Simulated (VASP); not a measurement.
# Ga2Ge2O3 (P-3m1) in VASP: density of states with PBE

Aim: the density of states of Ga2Ge2O3 with PBE.

Everything below comes from runs of VASP 6.6.1. Logs are shortened: lines on timing, memory, paths and dates and some standing lists are left out, and cuts for length are marked.

## (1) The crystal as given

The structure is trigonal, space group P-3m1 (No. 164). The conventional cell has a = 3.018 Å, b = 3.018 Å, c = 14.272 Å, α = 90.00°, β = 90.00°, γ = 120.00°. Around Ga (site symmetry 3m) lie 3 O at 1.90 Å. Ge (site symmetry 3m) has 9 Ge at 2.85 to 3.02 Å as nearest neighbours. O (site symmetry 3m) is surrounded by 3 Ga at 1.90 Å. O (site symmetry -3m) has 6 Ga at 2.25 Å as nearest neighbours.

The cell was built by a generator and needn't be a form met in nature.

## (2) Density of states, PBE

POSCAR reads:

```
Ga2Ge2O3                                
1.0
    3.0181068106      0.0000000000      0.0000000000
   -1.5090534053      2.6137571709      0.0000000000
   -0.0000000000     -0.0000000000     14.2716341350
  Ga              Ge              O             
     2     2     3
Direct
     0.3333333300000021    0.6666666699999979    0.0994409828526671
     0.6666666699999979    0.3333333300000021    0.9005590171473328
     0.6666666699999979    0.3333333300000021    0.4208633187349205
     0.3333333300000021    0.6666666699999979    0.5791366812650796
     0.6666666699999979    0.3333333300000021    0.1524044381868137
     0.3333333300000021    0.6666666699999979    0.8475955618131862
     0.0000000000000000    0.0000000000000000    0.0000000000000000
```

INCAR.step1 reads:

```
SYSTEM = Ga2Ge2O3
  ALGO = Fast
  EDIFF = 1E-6
  ENCUT = 520
  GGA = PE
  ISIF = 2
  ISMEAR = 0
  KPAR = 4
  LASPH = .TRUE.
  LCHARG = .TRUE.
  LREAL = .FALSE.
  LWAVE = .FALSE.
  NELM = 60
  PREC = Accurate
  SIGMA = 0.1
```

KPOINTS.step1 reads:

```
k-points
0
G
  12 12 4
  0 0 0
```

INCAR.step2 reads:

```
SYSTEM = Ga2Ge2O3
  ALGO = Fast
  EDIFF = 1E-6
  ENCUT = 520
  GGA = PE
  ICHARG = 11
  ISIF = 2
  ISMEAR = -5
  KPAR = 4
  LASPH = .TRUE.
  LCHARG = .FALSE.
  LORBIT = 10
  LREAL = .FALSE.
  LWAVE = .FALSE.
  NEDOS = 1001
  NELM = 60
  PREC = Accurate
  SIGMA = 0.1
```

KPOINTS.step2 reads:

```
k-points
0
G
  18 18 6
  0 0 0
```

Potentials or basis: VASP PAW PBE potentials, release 64 (Ga_d, Ge_d, O).

The run is started by

```bash
$ cat potpaw_PBE.64/Ga_d/POTCAR potpaw_PBE.64/Ge_d/POTCAR potpaw_PBE.64/O/POTCAR > POTCAR
$ cp INCAR.step1 INCAR
$ cp KPOINTS.step1 KPOINTS
$ mpirun -np 4 vasp_std > vasp.out
$ cp INCAR.step2 INCAR
$ cp KPOINTS.step2 KPOINTS
$ mpirun -np 4 vasp_std > vasp.out
```

OUTCAR:

```text
SYSTEM = Ga2Ge2O3
   EDIFF = 1E-6
   ENCUT = 520
   GGA = PE
   ICHARG = 11
   ISIF = 2
   ISMEAR = -5
   LASPH = .TRUE.
   LORBIT = 10
   LREAL = .FALSE.
   NELM = 60
   PREC = Accurate

 ion  position               nearest neighbor table
   1  0.333  0.667  0.099-   5 1.90   5 1.90   5 1.90   7 2.25   7 2.25   7 2.25
   2  0.667  0.333  0.901-   6 1.90   6 1.90   6 1.90   7 2.25   7 2.25   7 2.25
   3  0.667  0.333  0.421-   4 2.85   4 2.85   4 2.85
   4  0.333  0.667  0.579-   3 2.85   3 2.85   3 2.85
   5  0.667  0.333  0.152-   1 1.90   1 1.90   1 1.90
   6  0.333  0.667  0.848-   2 1.90   2 1.90   2 1.90
   7  0.000  0.000  0.000-   1 2.25   2 2.25   2 2.25   1 2.25   2 2.25   1 2.25

  LATTYP: Found a hexagonal cell.
 ALAT       =     3.0181068106
 C/A-ratio  =     4.7286709950

  Lattice vectors:

 A1 = (   3.0181068106,   0.0000000000,   0.0000000000)
 A2 = (  -1.5090534053,   2.6137571709,   0.0000000000)
 A3 = (   0.0000000000,   0.0000000000,  14.2716341350)

Analysis of symmetry for initial positions (statically):
=====================================================================
 Subroutine PRICEL returns:
 Original cell was already a primitive cell.

 Routine SETGRP: Setting up the symmetry group for a
 hexagonal supercell.

 Subroutine GETGRP returns: Found 12 space group operations
 (whereof 12 operations were pure point group operations)
 out of a pool of 24 trial point group operations.

The static configuration has the point symmetry D_3d.

Analysis of symmetry for dynamics (positions and initial velocities):
=====================================================================
 Subroutine PRICEL returns:
 Original cell was already a primitive cell.

 Routine SETGRP: Setting up the symmetry group for a
 hexagonal supercell.

 Subroutine GETGRP returns: Found 12 space group operations
 (whereof 12 operations were pure point group operations)
 out of a pool of 24 trial point group operations.

The dynamic configuration has the point symmetry D_3d.

 Subroutine INISYM returns: Found 12 space group operations
 (whereof 12 operations are pure point group operations),
 and found     1 'primitive' translations

----------------------------------------------------------------------------------------

                                     Primitive cell

  volume of cell :     112.5832

  direct lattice vectors                    reciprocal lattice vectors
     3.018106811  0.000000000  0.000000000     0.331333535  0.191295506  0.000000000
    -1.509053405  2.613757171  0.000000000     0.000000000  0.382591012  0.000000000
     0.000000000  0.000000000 14.271634135     0.000000000  0.000000000  0.070069061

  length of vectors
     3.018106811  3.018106812 14.271634135     0.382591012  0.382591012  0.070069061

  position of ions in fractional coordinates (direct lattice)
     0.333333330  0.666666670  0.099440983
     0.666666670  0.333333330  0.900559017
     0.666666670  0.333333330  0.420863319
     0.333333330  0.666666670  0.579136681
     0.666666670  0.333333330  0.152404438
     0.333333330  0.666666670  0.847595562
     0.000000000  0.000000000  0.000000000

  ion indices of the primitive-cell ions
   primitive index   ion index
                 1           1
                 2           2
                 3           3
                 4           4
                 5           5
                 6           6
                 7           7

----------------------------------------------------------------------------------------

 KPOINTS: k-points

Automatic generation of k-mesh.
 Grid dimensions read from file:
 generate k-points for:   18   18    6

 Generating k-lattice:

  Cartesian coordinates                     Fractional coordinates (reciprocal lattice)
     0.018407419  0.010627528  0.000000000     0.055555556 -0.000000000  0.000000000
     0.000000000  0.021255056  0.000000000     0.000000000  0.055555556  0.000000000
     0.000000000  0.000000000  0.011678177     0.000000000  0.000000000  0.166666667

  Length of vectors
     0.021255056  0.021255056  0.011678177

  Shift w.r.t. Gamma in fractional coordinates (k-lattice)
     0.000000000  0.000000000  0.000000000

 TETIRR: Found   2825 inequivalent tetrahedra from    11664

 Subroutine IBZKPT returns following result:
 ===========================================

 Found    202 irreducible k-points:

 Following reciprocal coordinates:
            Coordinates               Weight
  0.000000  0.000000  0.000000      1.000000
  0.055556 -0.000000  0.000000      6.000000
  0.111111 -0.000000  0.000000      6.000000
  0.166667  0.000000  0.000000      6.000000
  0.222222 -0.000000  0.000000      6.000000
  0.277778  0.000000  0.000000      6.000000
[... 16 lines left out ...]
  0.333333  0.111111  0.000000     12.000000
  0.388889  0.111111  0.000000     12.000000
 [... further k-points ...]
   k-points           NKPTS =    202   k-points in BZ     NKDIM =    202   number of bands    NBANDS=     43
   number of dos      NEDOS =   1001   number of ions     NIONS =      7
   total plane-waves  NPLWV =  62208
   dimension x,y,z NGX =    24 NGY =   24 NGZ =  108
   dimension x,y,z NGXF=    48 NGYF=   48 NGZF=  216
   ions per type =               2   2   3
   NGX,Y,Z   is equivalent  to a cutoff of  13.22, 13.22, 12.58 a.u.
   NGXF,Y,Z  is equivalent  to a cutoff of  26.44, 26.44, 25.16 a.u.
 SYSTEM =  Ga2Ge2O3
   PREC   = accura    normal or accurate (medium, high low for compatibility)
   ISTART =      0    job   : 0-new  1-cont  2-samecut
   ICHARG =     11    charge: 1-file 2-atom 10-const
   ISPIN  =      1    spin polarized calculation?
   LNONCOLLINEAR =      F non collinear calculations
   LSORBIT =      F    spin-orbit coupling
   LASPH  =      T    aspherical Exc in radial PAW
   ENCUT  =  520.0 eV  38.22 Ry    6.18 a.u.   5.61  5.61 26.54*2*pi/ulx,y,z
   NELM   =     60;   NELMIN=  2; NELMDL=  0     # of ELM steps
   EDIFF  = 0.1E-05   stopping-criterion for ELM
   LREAL  =      F    real-space projection
   EDIFFG = 0.1E-04   stopping-criterion for IOM
   NSW    =      0    number of steps for IOM
   IBRION =     -1    ionic relax: 0-MD 1-quasi-New 2-CG
   NFREE  =      0    steps in history (QN), initial steepest desc. (CG)
   ISIF   =      2    stress and relaxation
   ISYM   =      2    0-nonsym 1-usesym 2-fastsym
   POTIM  = 0.5000    time-step for ionic-motion
   TEBEG  =    0.0;   TEEND  =   0.0 temperature during run
   PSTRESS=    0.0 pullay stress
   NELECT =      72.0000    total number of electrons
   NUPDOWN=      -1.0000    fix difference up-down
   EMIN   =  10.00;   EMAX   =-10.00  energy-range for DOS
   EFERMI =   0.00;   METHOD = LEGACY
   ISMEAR =    -5;   SIGMA  =   0.10  broadening in eV -4-tet -1-fermi 0-gaus
   EFERMI_NEDOS =   21; number of points for ismear=-14 and -15
   IALGO  =     68    algorithm
   IMIX   =      4    mixing-type and parameters
     AMIX     =   0.40;   BMIX     =  1.00
     AMIX_MAG =   1.60;   BMIX_MAG =  1.00
  volume/ion in A,a.u.               =      16.08       108.54
  Fermi-wavevector in a.u.,A,eV,Ry     =   1.410461  2.665385 27.067442  1.989401
  Thomas-Fermi vector in A             =   2.532413
   LORBIT       =     10    0 simple, 1 ext, 2 COOP (PROOUT), +10 PAW based schemes
   GGA     = PE    functional components
   LHFCALC =     F    Hartree Fock is set to
   AEXX    =    0.0000 exact exchange contribution
   IVDW    =     0    specifies the selected vdW correction
   LEPSILON=     F    determine dielectric tensor
   LRPA    =     F    only Hartree local field effects (RPA)
 non-spin polarized calculation
 RMM-DIIS sequential band-by-band and
 Fermi weights with tetrahedron method with Bloechl corrections
  energy-cutoff  :      520.00
  volume of cell :      112.58
 maximum number of plane-waves:      3078
 NGX is ok and might be reduce to    24

 number of electron      72.0000032 magnetization

 Free energy of the ion-electron system (eV)
  ---------------------------------------------------
  ext. energy  EPLUGINS =         0.00000000
  ---------------------------------------------------
  free energy    TOTEN  =       -37.28130922 eV

  energy without entropy =      -37.28130922  energy(sigma->0) =      -37.28130922

 E-fermi :   4.5363     XC(G=0):  -9.9632

 val. band max:        4.5355422225   @ k =  -0.1667   0.5000   0.1667
 cond. band min:       4.6231201826   @ k =   0.0556   0.0556   0.5000
 fundamental gap:      0.0875779601
 Fermi energy:         4.5362983684

 k-point     1 :       0.0000    0.0000    0.0000
  band No.  band energies     occupation
      1     -20.1166      2.00000
      2     -20.1166      2.00000
      3     -20.1162      2.00000
      4     -20.1162      2.00000
      5     -20.1056      2.00000
      6     -20.0892      2.00000
[... 35 lines left out ...]
     42      11.6624      0.00000
     43      12.9379      0.00000

 k-point     2 :       0.0556   -0.0000    0.0000
  band No.  band energies     occupation
      1     -20.1191      2.00000
      2     -20.1168      2.00000
      3     -20.1147      2.00000
      4     -20.1138      2.00000
      5     -20.1021      2.00000
      6     -20.0881      2.00000
[... 35 lines left out ...]
     42      11.4509      0.00000
     43      12.2284      0.00000

 k-point     3 :       0.1111   -0.0000    0.0000
  band No.  band energies     occupation
      1     -20.1241      2.00000
      2     -20.1180      2.00000
      3     -20.1094      2.00000
      4     -20.1068      2.00000
      5     -20.0952      2.00000
      6     -20.0851      2.00000
[... 35 lines left out ...]
     42      11.4805      0.00000
     43      11.6219      0.00000

 k-point     4 :       0.1667    0.0000    0.0000
  band No.  band energies     occupation
      1     -20.1304      2.00000
      2     -20.1195      2.00000
      3     -20.1023      2.00000
      4     -20.0962      2.00000
      5     -20.0893      2.00000
      6     -20.0808      2.00000
[... 863 lines left out ...]
     42       9.4415      0.00000
     43      10.5964      0.00000

 k-point    23 :       0.3333    0.1111    0.0000
  band No.  band energies     occupation
      1     -20.1459      2.00000
      2     -20.1208      2.00000
      3     -20.1067      2.00000
      4     -20.0958      2.00000
      5     -20.0847      2.00000
      6     -20.0537      2.00000
[... 35 lines left out ...]
     42       9.1810      0.00000
     43      10.1899      0.00000

 k-point    24 :       0.3889    0.1111    0.0000
  band No.  band energies     occupation
      1     -20.1486      2.00000
      2     -20.1204      2.00000
      3     -20.1106      2.00000
      4     -20.0963      2.00000
      5     -20.0879      2.00000
      6     -20.0444      2.00000
[... 35 lines left out ...]
     42       9.1435      0.00000
     43       9.7797      0.00000

 [... further k-points ...]
[... 5 lines left out ...]
  --------------------------------------------------------------------------------------
  -------------------------------------------------------------------------------------
  Total        0.0683924      0.0683924     -0.1195637      0.0000000     -0.0000000      0.0000000
  in kB        0.9732962      0.9732962     -1.7015176      0.0000000     -0.0000000      0.0000000
  external PRESSURE =       0.0816916 kB  Pullay stress =       0.0000000 kB

 VOLUME and BASIS-vectors are now :
 -----------------------------------------------------------------------------
  energy-cutoff  :      520.00
  volume of cell :      112.58
      direct lattice vectors                 reciprocal lattice vectors
     3.018106811  0.000000000  0.000000000     0.331333535  0.191295506  0.000000000
    -1.509053405  2.613757171  0.000000000     0.000000000  0.382591012  0.000000000
     0.000000000  0.000000000 14.271634135     0.000000000  0.000000000  0.070069061

 POSITION                                       TOTAL-FORCE (eV/Angst)
 -----------------------------------------------------------------------------------
     -0.00000      1.74250      1.41919        -0.000000      0.000000      0.000418
      1.50905      0.87125     12.85245         0.000000     -0.000000     -0.000418
      1.50905      0.87125      6.00641         0.000000      0.000000      0.082137
     -0.00000      1.74250      8.26523        -0.000000     -0.000000     -0.082137
      1.50905      0.87125      2.17506        -0.000000      0.000000     -0.004089
     -0.00000      1.74250     12.09657         0.000000     -0.000000      0.004089
      0.00000      0.00000      0.00000         0.000000      0.000000     -0.000000
 -----------------------------------------------------------------------------------
    total drift:                                0.000000     -0.000000      0.000000

  FREE ENERGIE OF THE ION-ELECTRON SYSTEM (eV)
  ---------------------------------------------------
  free  energy   TOTEN  =       -37.2813092186 eV

  energy  without entropy=      -37.2813092186  energy(sigma->0) =      -37.28130922

 total charge

# of ion       s       p       d       tot
------------------------------------------
    1        0.701   0.713  10.214  11.628
    2        0.701   0.713  10.214  11.628
    3        1.281   0.872  10.006  12.159
    4        1.281   0.872  10.006  12.159
    5        1.564   3.484   0.000   5.048
    6        1.564   3.484   0.000   5.048
    7        1.574   3.409   0.000   4.983
--------------------------------------------------
tot          8.667  13.548  40.440  62.654
```

Run time: 3.4 min. Hardware: 4 MPI ranks of Intel Xeon 6975P-C (Granite Rapids), shared host; peak memory 0.83 GiB.

Results:

```
Valence electrons inside the program's atomic spheres : Ga 11.63; Ge 12.16; O 5.05, 4.98
```

Levels at points of the mesh, in eV from the Fermi level:
```
           k point  band 34  band 35  band 36  band 37  band 38  band 39
(0.00, 0.00, 0.00)    -3.57    -3.06    -0.33     1.55     2.83     3.36
(0.50, 0.00, 0.00)    -3.68    -3.43    -2.74     1.30     1.44     3.11
(0.00, 0.00, 0.50)    -3.75    -2.85    -0.47     1.90     2.42     3.51
(0.50, 0.00, 0.50)    -3.68    -3.39    -2.74     1.30     1.43     3.11
```

States per cell in windows of 1 eV (zero at the Fermi level; states under -8 eV left out):
```
from (eV)  total  O7_p  O5_p  O6_p  Ge3_p  Ge4_p  Ga1_p
     -8.0   2.68  0.39  0.20  0.20   0.03   0.03   0.10
     -7.0   2.74  0.31  0.34  0.34   0.02   0.02   0.12
     -6.0   3.72  0.47  0.68  0.68   0.01   0.01   0.18
     -5.0   3.80  0.61  0.92  0.92   0.00   0.00   0.14
     -4.0   5.69  1.36  1.04  1.04   0.15   0.15   0.03
     -3.0   1.08  0.01  0.01  0.01   0.20   0.20   0.00
     -2.0   1.16  0.00  0.00  0.00   0.22   0.22   0.00
     -1.0   1.02  0.00  0.01  0.01   0.19   0.19   0.00
      0.0   1.05  0.01  0.02  0.02   0.18   0.18   0.00
      1.0   1.81  0.06  0.06  0.06   0.23   0.23   0.04
      2.0   2.90  0.19  0.14  0.14   0.26   0.26   0.07
      3.0   2.81  0.18  0.09  0.09   0.35   0.35   0.07
      4.0   2.23  0.11  0.05  0.05   0.30   0.30   0.08
      5.0   1.47  0.04  0.03  0.03   0.17   0.17   0.13
      6.0   1.53  0.05  0.05  0.05   0.15   0.15   0.13
      7.0   0.14  0.00  0.00  0.00   0.02   0.02   0.01
```

Caveat: tetrahedron occupations give inexact forces and stress in metals.
